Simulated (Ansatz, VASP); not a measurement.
## In3As: VASP beside Ansatz

Aim: how closely do two programs agree when they are given the same cell, functional and k mesh? The cell is generated by rule, not measured, and may not be a known phase. Of the first pair: The two relaxations start from unlike cells of this crystal (the structure described is Ansatz's start), so only their ends are compared.

Main program and level: Ansatz 0.2.0; plane waves, with VASP 6.6.1 beside it; relaxation of cell and atoms at PBEsol.

**1. Starting point**

It takes space group Fm-3m (No. 225, cubic). The conventional cell has a = 7.737 Å, b = 7.737 Å, c = 7.737 Å, α = 90.00°, β = 90.00°, γ = 90.00°. As has 8 In at 3.35 Å nearest. Nearest to In lie 4 As at 3.35 Å and 4 In at 3.35 Å. Nearest to In lie 8 In at 3.35 Å. Farther neighbours are not listed.

**2. VASP: relaxation of cell and atoms, PBEsol, pair 1**

The relaxed volume is the usual yardstick between codes: in a stiff, nearly cubic crystal its relative difference is about their pressure difference at one cell divided by the bulk modulus.

Lines of VASP's logs that name or quote its potential files are left out, and so is its time.

File INCAR:

```
SYSTEM = In3As
PREC = Accurate
ENCUT = 500
EDIFF = 1E-07
NELM = 120
ISMEAR = 0
SIGMA = 0.1
LREAL = .FALSE.
ALGO = Normal
GGA = PS
NBANDS = 28
LORBIT = 11
LWAVE = .FALSE.
LCHARG = .FALSE.
ISIF = 3
IBRION = 2
NSW = 80
EDIFFG = -0.005
LASPH = .TRUE.
GGA_COMPAT = .FALSE.
NELMIN = 4
KPAR = 2
```

File POSCAR:

```
In3As
1.0
    0.0000000000      3.6275360033      3.6275360033
    3.6275360033      0.0000000000      3.6275360033
    3.6275360033      3.6275360033      0.0000000000
As In
1 3
Direct
    0.0000000000      0.0000000000      0.0000000000
    0.2500000000      0.2500000000      0.2500000000
    0.7500000000      0.7500000000      0.7500000000
    0.5000000000      0.5000000000      0.5000000000
```

File KPOINTS:

```
Automatic mesh
0
Gamma
8 8 8
0 0 0
```

The projector-augmented-wave data sets are As and In_d (PBE family, release 64).

Run with:

```bash
$ mpirun -np 2 vasp_std
```

Numbers of over 12 decimals in the logs are rounded to 6 here.

Output:

```text
[banner, memory and clock lines left out]
running    2 mpi-ranks, on    1 nodes
 distrk:  each k-point on    1 cores,    2 groups
 distr:  one band on    1 cores,    1 groups

 POSCAR found type information on POSCAR AsIn
 POSCAR found :  2 types and       4 ions
|                                                                             |
|               ----> ADVICE to this user running VASP <----                  |
|                                                                             |
|     You enforced a specific xc type in the INCAR file but a different       |
|     [... a line on the potential file left out ...]
|     I HOPE YOU KNOW WHAT YOU ARE DOING!                                     |
|                                                                             |

 LDA part: xc-table for (Slater+PW92), standard interpolation
 POSCAR, INCAR and KPOINTS ok, starting setup
 FFT: planning ... GRIDC
 FFT: planning ... GRID_SOFT
 FFT: planning ... GRID
 WAVECAR not read
 entering main loop
       N       E                     dE             d eps       ncg     rms          rms(c)
DAV:   1     0.382358361270E+03    0.38236E+03   -0.21297E+04  1624   0.204E+03
DAV:   2     0.206029008791E+02   -0.36176E+03   -0.35597E+03  1636   0.452E+02
DAV:   3    -0.126022888216E+02   -0.33205E+02   -0.32429E+02  1956   0.162E+02
DAV:   4    -0.138867700451E+02   -0.12845E+01   -0.12779E+01  1932   0.332E+01
DAV:   5    -0.139342964890E+02   -0.47526E-01   -0.47512E-01  2180   0.545E+00    0.478E+00
DAV:   6    -0.137567034681E+02    0.17759E+00   -0.49230E-01  2104   0.859E+00    0.260E+00
DAV:   7    -0.137386105530E+02    0.18093E-01   -0.10342E-01  2224   0.346E+00    0.617E-01
DAV:   8    -0.137353179312E+02    0.32926E-02   -0.74433E-03  2476   0.129E+00    0.269E-01
DAV:   9    -0.137345871141E+02    0.73082E-03   -0.14378E-03  2056   0.332E-01    0.764E-02
DAV:  10    -0.137345935628E+02   -0.64487E-05   -0.93070E-05  2376   0.944E-02    0.380E-02
DAV:  11    -0.137345954000E+02   -0.18371E-05   -0.17470E-05  2052   0.543E-02    0.848E-03
DAV:  12    -0.137345938125E+02    0.15874E-05   -0.25247E-06  2220   0.251E-02    0.142E-03
DAV:  13    -0.137345939226E+02   -0.11007E-06   -0.12439E-07  1116   0.616E-03    0.103E-03
DAV:  14    -0.137345940428E+02   -0.12022E-06   -0.32908E-08  1024   0.314E-03    0.464E-04
DAV:  15    -0.137345940604E+02   -0.17615E-07   -0.13848E-08  1024   0.272E-03
   1 F= -.13734594E+02 E0= -.13732174E+02  d E =-.137346E+02
 curvature:   0.00 expect dE= 0.000E+00 dE for cont linesearch  0.000E+00
 trial: gam= 0.00000 g(F)=  0.106E-47 g(S)=  0.203E-04 ort = 0.000E+00 (trialstep = 0.100E+01)
 search vector abs. value=  0.203E-04
 bond charge predicted
       N       E                     dE             d eps       ncg     rms          rms(c)
DAV:   1    -0.137349460046E+02   -0.35196E-03   -0.91593E-03  2132   0.144E+00    0.117E-01
DAV:   2    -0.137346423538E+02    0.30365E-03   -0.70548E-04  2132   0.434E-01    0.388E-02
DAV:   3    -0.137346006298E+02    0.41724E-04   -0.14901E-04  2304   0.184E-01    0.161E-02
DAV:   4    -0.137346011570E+02   -0.52719E-06   -0.49070E-06  1912   0.219E-02    0.524E-03
DAV:   5    -0.137346019018E+02   -0.74485E-06   -0.49309E-07  1848   0.875E-03    0.164E-03
DAV:   6    -0.137346021194E+02   -0.21757E-06   -0.79099E-08  1008   0.250E-03    0.801E-04
DAV:   7    -0.137346022570E+02   -0.13760E-06   -0.24852E-08   872   0.284E-03    0.251E-04
DAV:   8    -0.137346022006E+02    0.56410E-07   -0.63708E-09   872   0.132E-03
   2 F= -.13734602E+02 E0= -.13732198E+02  d E =-.814017E-05
 trial-energy change:   -0.000008  1 .order   -0.000009   -0.000020    0.000003
 step:   0.8520(harm=  0.8660)  dis= 0.00000  next Energy=   -13.734602 (dE=-0.837E-05)
 reached required accuracy - stopping structural energy minimisation
```

Parts of OUTCAR (step 2):

```text
ion  position               nearest neighbor table
   1  0.000  0.000  0.000-   3 3.14   3 3.14   2 3.14   3 3.14   2 3.14   2 3.14   3 3.14   2 3.14

  LATTYP: Found a face centered cubic cell.
 ALAT       =     7.2550720066

 Subroutine GETGRP returns: Found 48 space group operations
 (whereof 48 operations were pure point group operations)

The static configuration has the point symmetry O_h .

 Found     29 irreducible k-points:

   k-points           NKPTS =     29   k-points in BZ     NKDIM =     29   number of bands    NBANDS=     28

   dimension x,y,z NGX =    40 NGY =   40 NGZ =   40
   dimension x,y,z NGXF=    80 NGYF=   80 NGZF=   80

   ENCUT  =  500.0 eV  36.75 Ry    6.06 a.u.   9.35  9.35  9.35*2*pi/ulx,y,z

   NELECT =      44.0000    total number of electrons

 k-points in reciprocal lattice and weights: Automatic mesh
   0.00000000  0.00000000  0.00000000       0.002
   0.12500000  0.00000000  0.00000000       0.016
   0.25000000  0.00000000  0.00000000       0.016
   0.37500000  0.00000000  0.00000000       0.016
   0.50000000  0.00000000  0.00000000       0.008
   0.12500000  0.12500000  0.00000000       0.012
   0.25000000  0.12500000  0.00000000       0.047
   0.37500000  0.12500000  0.00000000       0.047
   0.50000000  0.12500000  0.00000000       0.047
[...]
-0.37500000  0.50000000  0.12500000       0.023
  -0.25000000  0.50000000  0.25000000       0.012

 average (electrostatic) potential at core
       1 -47.3756       2 -93.6530       3 -93.6530       4 -93.8125

 E-fermi :   7.4620

 k-point     1 :       0.0000    0.0000    0.0000
  band No.  band energies     occupation
    ...
     20       5.4839      2.00000
     21       5.4839      2.00000
     22       7.2655      1.99454
     23       7.2655      1.99454
     24       7.2655      1.99454
     25       8.0268      0.00000
     26       8.3572      0.00000
     27       8.3572      0.00000
     28       8.3572      0.00000

 k-point     2 :       0.1250    0.0000    0.0000
  band No.  band energies     occupation
    ...
     20       5.3259      2.00000
     21       5.7453      2.00000
     22       6.7157      2.00000
     23       7.3487      1.89098
     24       7.3487      1.89098
     25       8.3715      0.00000
     26       8.3715      0.00000
     27       8.5606      0.00000
     28      10.0552      0.00000

 k-point     3 :       0.2500    0.0000    0.0000
  band No.  band energies     occupation
    ...
     20       5.0839      2.00000
     21       5.7872      2.00000
     22       6.5192      2.00000
     23       6.9955      2.00000
     24       6.9955      2.00000
     25       9.0894      0.00000
     26       9.0894      0.00000
     27      10.4205      0.00000
     28      12.3211      0.00000

  Total        0.0036650      0.0036650      0.0036650      0.0000000      0.0000000      0.0000000
  in kB        0.0615593      0.0615593      0.0615593      0.0000000      0.0000000      0.0000000
  external PRESSURE =       0.0615593 kB  Pullay stress =       0.0000000 kB

  energy-cutoff  :      500.00
  volume of cell :       95.39
      direct lattice vectors                 reciprocal lattice vectors
    -0.000000000  3.626499998  3.626499998    -0.137873983  0.137873983  0.137873983
     3.626499998  0.000000000  3.626499998     0.137873983 -0.137873983  0.137873983
     3.626499998  3.626499998 -0.000000000     0.137873983  0.137873983 -0.137873983

 POSITION                                       TOTAL-FORCE (eV/Angst)
 -----------------------------------------------------------------------------------
      3.62650      0.00000      3.62650        -0.000000      0.000000      0.000000
      1.81325      1.81325      1.81325         0.000000      0.000000      0.000000
      5.43975      5.43975      5.43975        -0.000000     -0.000000     -0.000000
      3.62650      3.62650      3.62650        -0.000000      0.000000      0.000000
 -----------------------------------------------------------------------------------
    total drift:                               -0.000000     -0.000000      0.000000

  FREE ENERGIE OF THE ION-ELECTRON SYSTEM (eV)
  ---------------------------------------------------
  free  energy   TOTEN  =       -13.7346022006 eV

  energy  without entropy=      -13.7297935901  energy(sigma->0) =      -13.73219790

 reached required accuracy - stopping structural energy minimisation

 total charge
# of ion       s       p       d       tot
------------------------------------------
    1        1.324   1.277   0.028   2.629
    2        0.999   0.486   9.862  11.347
    3        0.999   0.486   9.862  11.347
    4        1.016   0.499   9.856  11.372
--------------------------------------------------
tot          4.338   2.749  29.607  36.695

[... 3 further parts left out ...]
```

The run keeps the 48 symmetry operations of its start, so it cannot find a distortion of lower symmetry.

**3. Ansatz: relaxation of cell and atoms, PBEsol, pair 1**

Ansatz runs on its default PAW (the set named soft_2) files.

Its own start cell and the same functional, mesh and smearing now go to Ansatz, which takes its cutoff from its data sets.

File input.yaml:

```yaml
crystal:
  lattice:
    - [0.0, 3.86825, 3.86825]
    - [3.86825, 0.0, 3.86825]
    - [3.86825, 3.86825, 0.0]
  atoms:
    - { symbol: As, position: [0.0, 0.0, 0.0] }
    - { symbol: In, position: [0.25, 0.25, 0.25] }
    - { symbol: In, position: [0.75, 0.75, 0.75] }
    - { symbol: In, position: [0.5, 0.5, 0.5] }
kpoints:
  mp_grid: { grid: [8, 8, 8] }
hamiltonian:
  xc: pbesol
scf:
  occupations: { method: gaussian, width: 0.1 }
output:
  forces: true
  stress: true
  eigenvalues: true
relax:
  adjacent_minimum: "off"
  f_tol: 0.005
  max_steps: 80
  cell: { stress_tol: 0.05 }
```

Run with:

```bash
$ ansatz run input.yaml --threads 4 --pin off --max-ram 7168MiB --backend cpu --events-out ev --progress --plain --runs-dir out
```

Output:

```text
Engine: ansatz 0.2.0, aarch64-unknown-linux-gnu
Pseudopotentials: kind: paw
Pseudopotential: As, paw, valence charge 15, recommended cutoff 420 eV (normal), As.paw.azcp
Pseudopotential: In, paw, valence charge 13, recommended cutoff 420 eV (normal), In.paw.azcp
Functional definition: PBEsol
  exchange = pbesol_x
  correlation = pbesol_c
Crystal: 4 atoms, lattice volume = 115.764 Å³
Basis set: ecut = 420 eV, 2229 PW (Γ), exchange–correlation on 80×80×80 points (8 copies of the dense FFT grid, shifted against one another)
Bands: 33, of which v1, the nominal top of the filled ones, is band 27 counted from 1 (26 counted from 0)
Symmetry: 48 space group operations
Space group: Fm-3m (ITA 225), of the structure as read, at distance tolerance 4.9e-5 Å
k-points: 29 of 512
Non-local potential: As, projectors of the file, l = 0: 2, l = 1: 2, l = 2: 3, l = 3: 1
Non-local potential: In, projectors of the file, l = 0: 2, l = 1: 2, l = 2: 2, l = 3: 2
PAW form: soft (Blöchl's): semilocal exchange-correlation on the pseudo side does not see the compensation charge
PAW frozen core: As, regenerated for the run's functional, and the local potential with it (the file was generated under x = pbe(κ = 0.804, μ = 0.219515), c = pbe(β = 0.066725))
PAW frozen core: In, regenerated for the run's functional, and the local potential with it (the file was generated under x = pbe(κ = 0.804, μ = 0.219515), c = pbe(β = 0.066725))
PAW one-centre angular grid: As, 590 points (default); XC on 64 Gauss nodes
PAW one-centre angular grid: In, 590 points (default); XC on 64 Gauss nodes
Initial density: superposition of atomic densities (neutral atoms: chi_scale 0, normalization atom), corrected by the library's trained network
Initial wavefunctions: pseudopotential atomic-orbital guess
Functional: x = pbesol(κ = 0.804, μ = 0.123457), c = pbesol(β = 0.046)
SCF iter   1: F=—  HF=-21388.458578 eV  |F-HF|=—  |Δ(HF+E_count)|=         —  Δρ=3.40e-3  dr2=3.51e-2  ethr=1.77e-3  ⟨swp⟩=6.4  Hψ=3877  notcnv=0
preconditioner: auto → Kerker (q_TF=auto, 2.403 Å⁻¹)  [metal: Δε(μ)=0.083 eV  Ē_g=13.632 eV  σ=0.100 eV  W_gap=0.44  n_scr=26 (ndim 8)  ℏωp=22.9 eV  f_vac=0.000  D(μ)=2.12/eV (n_scr^D=14)]
SCF iter   2: F=—  HF=-21388.447620 eV  |F-HF|=—  |Δ(HF+E_count)|=   1.10e-2  Δρ=1.74e-3  dr2=8.35e-3  ethr=6.49e-5  ⟨swp⟩=1.0  Hψ=1189  notcnv=0
SCF iter   3: F=—  HF=-21388.445641 eV  |F-HF|=—  |Δ(HF+E_count)|=   1.98e-3  Δρ=5.96e-4  dr2=5.99e-4  ethr=1.55e-5  ⟨swp⟩=2.3  Hψ=1631  notcnv=0
SCF iter   4: F=—  HF=-21388.445476 eV  |F-HF|=—  |Δ(HF+E_count)|=   1.65e-4  Δρ=3.27e-4  dr2=1.45e-4  ethr=1.11e-6  ⟨swp⟩=2.0  Hψ=1685  notcnv=0
SCF iter   5: F=—  HF=-21388.445459 eV  |F-HF|=—  |Δ(HF+E_count)|=   1.76e-5  Δρ=1.82e-4  dr2=2.69e-5  ethr=2.69e-7  ⟨swp⟩=2.0  Hψ=1714  notcnv=0
SCF iter   6: F=—  HF=-21388.445442 eV  |F-HF|=—  |Δ(HF+E_count)|=   1.61e-5  Δρ=2.94e-5  dr2=1.95e-6  ethr=4.97e-8  ⟨swp⟩=2.0  Hψ=1705  notcnv=0
SCF iter   7: F=—  HF=-21388.445442 eV  |F-HF|=—  |Δ(HF+E_count)|=   6.82e-7  Δρ=1.33e-5  dr2=2.76e-7  ethr=3.60e-9  ⟨swp⟩=2.1  Hψ=1184  notcnv=0
SCF iter   8: F=-21388.445442 eV  HF=-21388.445442 eV  |F-HF|=7.01e-9  |Δ(HF+E_count)|=   1.52e-7  Δρ=2.46e-6  dr2=7.44e-9  ethr=1.85e-10  ⟨swp⟩=7.6  Hψ=4007  notcnv=0
SCF 1 converged in 8 iterations: F = -21388.445442 eV  dr2 = 7.44e-9
  greatest PAW one-centre occupation: 0.999 electrons in one spin orbital (limit 2), on the As atom at site 0 (counted from 0), in its partial waves of l = 2
relax step   1: F+E_penalty+E_count = -21388.44544156 eV  Δ(F+E_penalty+E_count) = +0.000e0 eV  max|allowed force component| = 1.156e-17 eV/Å  Δτ_max = 0.0000 Å  P = -5.984 GPa  Ω = 115.764 Å³  (8 SCF iters, dr2 threshold 1.00e-7 eV, accepted)
[...]
relax step   2: F+E_penalty+E_count = -21388.88877617 eV  Δ(F+E_penalty+E_count) = -4.433e-1 eV  max|allowed force component| = 1.388e-16 eV/Å  Δτ_max = 0.0000 Å  P = -2.052 GPa  Ω = 99.645 Å³  energy of the carried Pulay correction = +3.287e-3 eV  (6 SCF iters, dr2 threshold 4.00e-7 eV, accepted)
[...]
relax step   3: F+E_penalty+E_count = -21388.90729568 eV  Δ(F+E_penalty+E_count) = -1.852e-2 eV  max|allowed force component| = 1.550e-16 eV/Å  Δτ_max = 0.0000 Å  P = +1.515 GPa  Ω = 92.912 Å³  energy of the carried Pulay correction = +4.937e-3 eV  (5 SCF iters, dr2 threshold 4.00e-7 eV, accepted)
[...]
relax step   4: F+E_penalty+E_count = -21388.91816957 eV  Δ(F+E_penalty+E_count) = -1.087e-2 eV  max|allowed force component| = 1.550e-16 eV/Å  Δτ_max = 0.0000 Å  P = -0.014 GPa  Ω = 95.442 Å³  energy of the carried Pulay correction = +4.294e-3 eV  (5 SCF iters, dr2 threshold 4.00e-7 eV, accepted)
[...]
relax step   5: F+E_penalty+E_count = -21388.91500931 eV  Δ(F+E_penalty+E_count) = +3.160e-3 eV  max|allowed force component| = 1.503e-16 eV/Å  Δτ_max = 0.0000 Å  P = -0.040 GPa  Ω = 95.442 Å³  stress off target by 4.01e-2 GPa  SCF on the basis re-selected at this cell (its energy is not comparable with the rows above)  (6 SCF iters)
basis re-selected at this cell: Δ(F+E_penalty+E_count) = +3.160e-3 eV, ΔP = -0.026 GPa vs the last step (what re-selecting the basis moved, of the pressure what is left beyond the Pulay correction that the steps carried, after the strain that the cell walked since its last selection, with what the two solves' SCF thresholds leave and, on support functions, any second-order correction that the steps lacked; it is no measure of the basis error at this ecutwfc). The dense FFT grid was sized anew with the basis: this SCF ran on 36×36×36 points, the steps before it on 40×40×40, so part of this shift can come from that change (see relax.cell in the input reference). [rest of the remark cut]
SCF converged after 6 iterations
Free energy (F): -21388.915009 eV
Harris-Foulkes:  -21388.915009 eV  (|F-HF|=7.28e-12)
Internal energy: -21388.910161 eV  (E = F + TS)
E sigma→0 (E₀):  -21388.912585 eV
Entropy (-TS):   -0.004849 eV (-1.212 meV/atom)
Fermi energy:    10.897974 eV
--- Per-component energies (eV) ---
  E_band       = -274.701631
  E_kinetic    = 827.597582
  E_local      = -4742.441194  (includes V_loc(G=0)·N_el)
  E_nonlocal   = 433.562015
  E_hartree    = 2125.068717
  E_xc         = -721.607971
  E_vxc        = -381.366980  (∫ρ·V_xc dr)
  E_paw        = -14035.678878  (= ΣΔE_a)
  E_vpaw       = -662.190671  (= ΣTr[D̂ρ^β])
  E_aug_tail   = 0.000082  (compensation charges beyond the density's cutoff)
  E_ewald      = -5277.084649
  E_core_change = 1.674136  (= ΣΔE_core)
  E_smearing   = -0.004849  (= −TS)
  E_closure    = 0.000000  (closes the sum)
  Σ components = -21388.915009   (vs F -21388.915009, Δ=0.00e0)
--- Forces (eV/Å), atoms counted from 1 ---
  atom   1  As    -0.00000000     0.00000000     0.00000000
  atom   2  In    -0.00000000    -0.00000000    -0.00000000
  atom   3  In     0.00000000     0.00000000     0.00000000
  atom   4  In     0.00000000    -0.00000000    -0.00000000
  max |Σ_I F_I| component: 1.39e-17 eV/Å
--- Stress (GPa, compression-positive) ---
       -0.040089      -0.000000      -0.000000
       -0.000000      -0.040089       0.000000
       -0.000000      -0.000000      -0.040089
  P = ⅓ Tr σ = -0.0401 GPa (-0.401 kbar)
--- Band table (eV; the first three rows and the last of 29) ---
  k-point 0: bands = [... 23 lower, 8.9198, 8.9198, 8.9198, 10.7035, 10.7035, 10.7035, 11.4596, 11.7936, ... 2 higher]
  k-point 1: bands = [... 23 lower, 8.7622, 8.7622, 9.1809, 10.1510, 10.7861, 10.7861, 11.8082, 11.8082, ... 2 higher]
  k-point 2: bands = [... 23 lower, 8.5206, 8.5206, 9.2227, 9.9539, 10.4329, 10.4329, 12.5257, 12.5257, ... 2 higher]
  k-point 28: bands = [... 23 lower, 4.4888, 9.3542, 9.4021, 10.3059, 10.3059, 13.6039, 13.6039, 15.9588, ... 2 higher]
--- Relaxed structure (4 steps of the walk, 4 accepted, 1 SCFs on fresh bases) ---
  F+E_penalty+E_count = -21388.91500931 eV   max|allowed force component| = 1.503e-16 eV/Å   (the final SCF, on the basis selected at the relaxed cell)
  cell:  # Å, volume = 95.4418 Å³
    - [0, 3.627184, 3.627184]
    - [3.627184, 0, 3.627184]
    - [3.627184, 3.627184, 0]
  atoms:
    - { symbol: As, position: [0, 0, 0] }
    - { symbol: In, position: [0.25, 0.25, 0.25] }
    - { symbol: In, position: [0.75, 0.75, 0.75] }
    - { symbol: In, position: [0.5, 0.5, 0.5] }
```

**4. Differences**

Known differences besides the potentials themselves: the data sets hold 54 valence electrons in Ansatz (on its default PAW (the set named soft_2) files) and 44 in VASP; the cutoff is 420 eV in Ansatz and 500 eV in VASP; Ansatz makes its cores anew for this functional, VASP keeps those of its PBE data sets; Ansatz adds a Pulay correction to the stress that steers its cell, VASP none. Total energies have different zeros and are not compared.

The two programs side by side:

```tsv
quantity	Ansatz	VASP	difference
volume (Å³)	95.44	95.39	+0.06 %
edge a after relaxation, in the typed setting (Å)	5.130	5.129	+0.02 %
```

(Part 1 of 2 ends here.)

[Lines on the potential files, build, host, timing and source positions are cut from VASP's logs without a mark.]

[Logs are printed without paths, hosts, clocks, repeated set-up lines and the standing remarks that a program may print on its own settings, such as how far it seeks lower states.]

[Hosts, paths, dates, database ids (printed as entryN), source tags and the programs' standing remarks are cut or masked in the printed files.]
